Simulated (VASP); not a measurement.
Input:

```
CELL_PARAMETERS angstrom
      3.50149     0.00000     0.00000
      0.00000     3.64739     0.00000
      0.00000     0.00000     3.64739
ATOMIC_POSITIONS crystal
  La 0.00000 0.00000 0.00000
  P  0.50000 0.50000 0.50000
```

The numbers are results of r2SCAN meta-GGA, VASP's PBE PAW potentials (set 64) (plane waves; VASP 6.6.1), not measurements. Numerical set-up: 480 eV cut-off, 10×10×10 Γ-centred mesh, first-order Methfessel-Paxton smearing of 0.10 eV, potentials La P.

Q: Predict the energy per atom (σ→0), pressure, band gap (on the k-mesh) with the smallest direct gap where there is one.

A: 
```
Quantity                                                     Value
------------------------  ----------------------------------------
band gap (on the k-mesh)  none (metal, semimetal or under 0.01 eV)
energy per atom (σ→0)                              -20.748 eV/atom
pressure                                                  3.16 GPa
```

The structure was generated: LaP was put into the CsCl type (Pm-3m), which need not be its known phase. This cell was strained or had an atom moved on purpose.
